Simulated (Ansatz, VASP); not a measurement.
# InO (In2O2 bilayer, AB) in two plane-wave programs

One calculation is typed for both programs; each brings its own data sets. How far apart do they land? The structure shown is the start of the Ansatz relaxation below; VASP solves that cell, so the two are compared at the walk's first step.

Program: Ansatz 0.2.0. Level of theory: plane waves, with VASP 6.6.1 beside it; single point at PBE with D3(BJ). Results are calculated unless marked as measured.

## (1) Set-up

The cell holds 8 atoms: 4 O and 4 In. Cell: a = 3.292 Å, b = 3.292 Å, c = 55.447 Å, α = 90.0°, β = 90.0°, γ = 120.0°. Vacuum lies along c.

## (2) Ansatz: relaxation, PBE with D3(BJ)

Ansatz runs on its default PAW (the set named soft_2) files.

The two programs are compared at the cell with which this relaxation starts, whose forces are those of its first step.

input.yaml

```yaml
crystal:
  lattice:
    - [3.2916, 0.0, 0.0]
    - [-1.6458, 2.8506092191, 0.0]
    - [0.0, 0.0, 55.4472746957]
  atoms:
    - { symbol: O, position: [0.3333333333, 0.6666666667, 0.3895592726] }
    - { symbol: In, position: [0.0, 0.0, 0.4060942363] }
    - { symbol: In, position: [0.0, 0.0, 0.4573140666] }
    - { symbol: O, position: [0.3333333333, 0.6666666667, 0.4738490303] }
    - { symbol: O, position: [0.6666666667, 0.3333333333, 0.5261509697] }
    - { symbol: In, position: [0.3333333333, 0.6666666667, 0.5426859334] }
    - { symbol: In, position: [0.3333333333, 0.6666666667, 0.5939057637] }
    - { symbol: O, position: [0.6666666667, 0.3333333333, 0.6104407274] }
  periodic: [true, true, false]
kpoints:
  mp_grid: { grid: [12, 12, 1] }
hamiltonian:
  xc: pbe
  dispersion: d3bj
scf:
  occupations: { method: fermi_dirac, width: 0.05 }
  convergence: { dr2_threshold: 1.0e-09 }
relax:
  f_tol: 0.004
  max_steps: 90
  cell: {}
output:
  write_potential: true
  write_density: true
  volumetric_format: npy
```

Started as:

```
> ansatz run input.yaml --threads 4 --pin off --max-ram 12288MiB --backend cpu --events-out ev --progress --plain --runs-dir out
```

Numbers of over 12 decimals in the logs are rounded to 6 here.

The program printed:

```text
Warning: relax.cell: scf.convergence.dr2_threshold = 1e-9 eV is looser than the 1.61635351633e-10 eV advised for a relaxation that steers and ends on the stress (1e-10 eV for each atom of the cell: 8, times the square of relax.cell.stress_2d_tol = 0.05 N/m over 22.2 Å (the atoms' height at the walk's start and 5 Å past either face), 2.247e-2 GPa, over a crystal's default 0.05). What an SCF threshold leaves in a stress goes as its square root, and in the free energy as the threshold itself, and one threshold admits the most on a small cell: [figures from the program's tests cut] Set scf.convergence.dr2_threshold to 1.61635351633e-10 eV or tighter. [rest of the remark cut]
Engine: ansatz 0.2.0, aarch64-unknown-linux-gnu
Pseudopotentials: kind: paw
Pseudopotential: O, paw, valence charge 6, recommended cutoff 420 eV (normal), O.paw.azcp
Pseudopotential: In, paw, valence charge 13, recommended cutoff 420 eV (normal), In.paw.azcp
Functional definition: PBE
  parameter kappa = 0.804
  parameter beta = 0.066725
  exchange = pbe_x(kappa = kappa, mu = beta*pi^2/3)
  correlation = pbe_c(beta = beta)
Crystal: 8 atoms, lattice volume = 520.265 Å³
Basis set: ecut = 420 eV, 10373 PW (Γ), exchange–correlation on 48×48×750 points (8 copies of the dense FFT grid, shifted against one another)
Bands: 46, of which v1, the nominal top of the filled ones, is band 38 counted from 1 (37 counted from 0)
Symmetry: 6 space group operations
Space group: P3m1 (ITA 156), of the structure as read, at distance tolerance 8.0e-5 Å
k-points: 19 of 144 (time reversal used)
Non-local potential: O, projectors of the file, l = 0: 2, l = 1: 2, l = 2: 1
Non-local potential: In, projectors of the file, l = 0: 2, l = 1: 2, l = 2: 2, l = 3: 2
PAW form: soft (Blöchl's): semilocal exchange-correlation on the pseudo side does not see the compensation charge
PAW one-centre angular grid: O, 110 points (default); XC on 64 Gauss nodes
PAW one-centre angular grid: In, 590 points (default); XC on 64 Gauss nodes
Initial density: superposition of atomic densities (neutral atoms: chi_scale 0, normalization atom), corrected by the library's trained network
Initial wavefunctions: pseudopotential atomic-orbital guess
Functional: x = pbe(κ = 0.804, μ = 0.219515), c = pbe(β = 0.066725)
SCF iter   1: F=—  HF=-24660.934053 eV  |F-HF|=—  |Δ(HF+E_count)|=         —  Δρ=4.25e-3  dr2=1.57e-1  ethr=1.77e-3  ⟨swp⟩=13.1  Hψ=5636  notcnv=0  defer=10
preconditioner: auto → Resta (q_TF=auto, 1.980 Å⁻¹)  ε∞=1.9  [insulator: Δε(μ)=0.658 eV  Ē_g=14.954 eV  σ=0.050 eV  W_gap=1.00  n_scr=34 (ndim 8)  ℏωp=14.2 eV  f_vac=0.727  D(μ)=0.00/eV (n_scr^D=0)  ε∞_Penn≈1.9  vacuum switching on, ρ_ref=1.6e-2 e/Å³]
SCF iter   2: F=—  HF=-24660.926000 eV  |F-HF|=—  |Δ(HF+E_count)|=   8.05e-3  Δρ=4.25e-3  dr2=1.27e-1  ethr=2.06e-4  ⟨swp⟩=4.7  Hψ=2204  notcnv=0  defer=58
SCF iter   3: F=—  HF=-24660.907329 eV  |F-HF|=—  |Δ(HF+E_count)|=   1.87e-2  Δρ=1.25e-3  dr2=1.82e-2  ethr=1.68e-4  ⟨swp⟩=3.6  Hψ=1692  notcnv=0  defer=58
SCF iter   4: F=—  HF=-24660.905967 eV  |F-HF|=—  |Δ(HF+E_count)|=   1.36e-3  Δρ=6.99e-4  dr2=3.76e-3  ethr=2.39e-5  ⟨swp⟩=2.3  Hψ=1361  notcnv=0  defer=58
SCF iter   5: F=—  HF=-24660.905977 eV  |F-HF|=—  |Δ(HF+E_count)|=   1.04e-5  Δρ=3.19e-4  dr2=7.37e-4  ethr=4.94e-6  ⟨swp⟩=2.5  Hψ=1228  notcnv=0  defer=58
SCF iter   6: F=—  HF=-24660.906073 eV  |F-HF|=—  |Δ(HF+E_count)|=   9.65e-5  Δρ=1.34e-4  dr2=2.72e-4  ethr=9.70e-7  ⟨swp⟩=3.0  Hψ=1594  notcnv=0  defer=58
SCF iter   7: F=—  HF=-24660.906081 eV  |F-HF|=—  |Δ(HF+E_count)|=   7.68e-6  Δρ=5.24e-5  dr2=2.10e-5  ethr=3.58e-7  ⟨swp⟩=2.2  Hψ=1169  notcnv=0  defer=58
SCF iter   8: F=—  HF=-24660.906111 eV  |F-HF|=—  |Δ(HF+E_count)|=   2.97e-5  Δρ=2.83e-5  dr2=3.56e-6  ethr=2.76e-8  ⟨swp⟩=2.9  Hψ=1523  notcnv=0  defer=58
SCF iter   9: F=—  HF=-24660.905923 eV  |F-HF|=—  |Δ(HF+E_count)|=   1.88e-4  Δρ=1.16e-5  dr2=6.52e-7  ethr=4.68e-9  ⟨swp⟩=2.9  Hψ=1674  notcnv=0  defer=58
SCF iter  10: F=—  HF=-24660.905923 eV  |F-HF|=—  |Δ(HF+E_count)|=   2.74e-8  Δρ=3.70e-6  dr2=6.85e-8  ethr=8.57e-10  ⟨swp⟩=3.2  Hψ=1681  notcnv=0  defer=58
SCF iter  11: F=—  HF=-24660.905923 eV  |F-HF|=—  |Δ(HF+E_count)|=   7.46e-8  Δρ=2.55e-6  dr2=4.16e-8  ethr=9.01e-11  ⟨swp⟩=3.2  Hψ=1848  notcnv=0  defer=58
SCF iter  12: F=—  HF=-24660.905923 eV  |F-HF|=—  |Δ(HF+E_count)|=   4.95e-9  Δρ=6.24e-7  dr2=2.19e-9  ethr=5.47e-11  ⟨swp⟩=2.8  Hψ=1698  notcnv=0  defer=58
[...]
SCF iter   4: F=—  HF=-24661.372148 eV  |F-HF|=—  |Δ(HF+E_count)|=   1.94e-6  Δρ=4.98e-6  dr2=1.30e-7  ethr=1.05e-9  ⟨swp⟩=3.1  Hψ=1377  notcnv=0  defer=3
SCF iter   5: F=—  HF=-24661.372150 eV  |F-HF|=—  |Δ(HF+E_count)|=   1.59e-6  Δρ=1.39e-6  dr2=1.06e-8  ethr=1.71e-10  ⟨swp⟩=3.5  Hψ=1847  notcnv=0  defer=3
SCF iter   6: F=—  HF=-24661.372150 eV  |F-HF|=—  |Δ(HF+E_count)|=   1.76e-7  Δρ=3.26e-7  dr2=1.21e-9  ethr=1.39e-11  ⟨swp⟩=3.3  Hψ=1814  notcnv=0  defer=3
iter 7 met the thresholds in force, and the SCF goes on: an eigenvalue changes by 1.34 meV, over its tolerance of 1.02 meV (output.eigenvalues, Limitations)
SCF iter   7: F=-24661.372150 eV  HF=-24661.372150 eV  |F-HF|=1.06e-8  |Δ(HF+E_count)|=  7.02e-10  Δρ=7.09e-8  dr2=1.82e-11  ethr=1.32e-12  ⟨swp⟩=17.8  Hψ=7340  notcnv=0
SCF iter   8: F=-24661.372150 eV  HF=-24661.372150 eV  |F-HF|=1.86e-9  |Δ(HF+E_count)|=   8.64e-9  Δρ=2.67e-8  dr2=7.13e-12  ethr=1.00e-12  ⟨swp⟩=7.3  Hψ=5143  notcnv=0
SCF 13 converged in 8 iterations: F = -24661.372150 eV  dr2 = 7.13e-12
relax step  13: F+E_penalty+E_count = -24661.37215010 eV  Δ(F+E_penalty+E_count) = -3.034e-3 eV  max|allowed force component| = 4.875e-4 eV/Å  Δτ_max = 0.0000 Å  P = +0.015 N/m  Ω = 575.722 Å³  fix = [c, alpha, beta]  reactions: c +0.000 N/m  stress off target by 1.46e-2 N/m on what of the cell is left free  SCF on the basis re-selected at this cell (its energy is not comparable with the rows above)  (8 SCF iters)
basis re-selected at this cell: Δ(F+E_penalty+E_count) = -3.034e-3 eV, ΔP = +0.015 N/m vs the last step (what re-selecting the basis moved, of the pressure what is left beyond the Pulay correction that the steps carried, after the strain that the cell walked since its last selection, with what the two solves' SCF thresholds leave and, on support functions, any second-order correction that the steps lacked; it is no m [...]
WARN: The output density's exchange-correlation potential varies sharply where the density is thin. Do not read a vacuum level from v_tot or v_xc, or from such a field of the output density. On a cell that repeats whose density bears no net charge and no dipole along the vacuum's axis use v_es (v_loc + v_h of the components); under efield.dipole_correction with no amplitude use v_es + v_field, which holds any externa [...]
SCF converged after 8 iterations
an eigenvalue changed by more than its tolerance at an iteration that met the thresholds in force, so the SCF went on 1 time: the last check found none over its tolerance
Free energy (F): -24661.372150 eV
Harris-Foulkes:  -24661.372150 eV  (|F-HF|=1.86e-9)
Internal energy: -24661.365850 eV  (E = F + TS)
E sigma→0 (E₀):  -24661.369000 eV
Entropy (-TS):   -0.006300 eV (-0.787 meV/atom)
Fermi energy:    -6.062738 eV
--- Per-component energies (eV) ---
  E_band       = -1239.957719
  E_kinetic    = 1670.008699
  E_local      = -492079.874965  (includes V_loc(G=0)·N_el)
  E_nonlocal   = 1667.829695
  E_hartree    = 244819.504894
  E_xc         = -1151.996909
  E_vxc        = -768.569199  (∫ρ·V_xc dr)
  E_paw        = -17259.875814  (= ΣΔE_a)
  E_vpaw       = -1368.371100  (= ΣTr[D̂ρ^β])
  E_aug_tail   = 0.009643  (compensation charges beyond the density's cutoff)
  E_ewald      = 237674.457426
  E_disp       = -1.428518  (pairwise vdW)
  E_smearing   = -0.006300  (= −TS)
  E_closure    = -0.000000  (closes the sum)
  Σ components = -24661.372150   (vs F -24661.372150, Δ=0.00e0)
--- Forces (eV/Å), atoms counted from 1 ---
  atom   1  O     -0.00000000    -0.00000000     0.00025661
  atom   2  In     0.00000000    -0.00000000    -0.00036489
  atom   3  In     0.00000000    -0.00000000    -0.00045522
  atom   4  O      0.00000000    -0.00000000     0.00048746
  atom   5  O     -0.00000000    -0.00000000     0.00011444
  atom   6  In     0.00000000    -0.00000000    -0.00011911
  atom   7  In     0.00000000    -0.00000000     0.00014810
  atom   8  O      0.00000000    -0.00000000    -0.00006797
  max |Σ_I F_I| component: 5.91e-7 eV/Å
--- 2D stress c σ (N/m, compression-positive) ---
        0.014622       0.000000      -0.000000
        0.000000       0.014622      -0.000000
       -0.000000      -0.000000       0.000000
  P = ½ c Tr σ = 0.0146 N/m
--- Band table (eV; the first three rows and the last of 19) ---
  k-point 0: bands = [... 34 lower, -7.9218, -7.9218, -7.8256, -6.8930, -6.3054, -5.1884, -3.1607, -2.5153, ... 4 higher]
  k-point 1: bands = [... 34 lower, -8.1209, -7.9802, -7.4450, -6.7455, -5.9622, -5.0064, -2.9680, -2.3109, ... 4 higher]
  k-point 2: bands = [... 34 lower, -8.2633, -8.1380, -7.1398, -6.5828, -5.2317, -4.5076, -2.5031, -1.8080, ... 4 higher]
  k-point 18: bands = [... 34 lower, -8.3610, -8.0634, -6.6244, -6.1364, -3.2647, -2.8116, -2.1186, -1.6241, ... 4 higher]
  the weakly bound empty levels are not read free of the cell's end (no_gap_told)
--- Relaxed structure (11 steps of the walk, 11 accepted, 2 SCFs on fresh bases) ---
  F+E_penalty+E_count = -24661.37215010 eV   max|allowed force component| = 4.875e-4 eV/Å   (the final SCF, on the basis selected at the relaxed cell)
  cell:  # Å, volume = 575.7222 Å³
    - [3.462590, 6.327900603306229e-18, 0]
    - [-1.731295, 2.998691, 0]
    - [0, 0, 55.4472746957]
  atoms:
    - { symbol: O, position: [0.333333, 0.666667, 0.402850] }
    - { symbol: In, position: [1.462783181558705e-17, -3.238150488543893e-17, 0.416724] }
    - { symbol: In, position: [1.4533844688390572e-17, -3.238150488543893e-17, 0.467913] }
    - { symbol: O, position: [0.333333, 0.666667, 0.481773] }
    - { symbol: O, position: [0.666667, 0.333333, 0.518781] }
    - { symbol: In, position: [0.333333, 0.666667, 0.531797] }
    - { symbol: In, position: [0.333333, 0.666667, 0.583099] }
    - { symbol: O, position: [0.666667, 0.333333, 0.597063] }
```

The column dr2 measures how far the density is from self-consistency, as an energy; F and HF (Harris–Foulkes) agree once it is small.

(Part 1 of 2 ends here.)

[Lines on the potential files, build, host, timing and source positions are cut from VASP's logs without a mark.]

[Logs are printed without paths, hosts, clocks, repeated set-up lines and the standing remarks that a program may print on its own settings, such as how far it seeks lower states.]

[Hosts, paths, dates, database ids (printed as entryN), source tags and the programs' standing remarks are cut or masked in the printed files.]
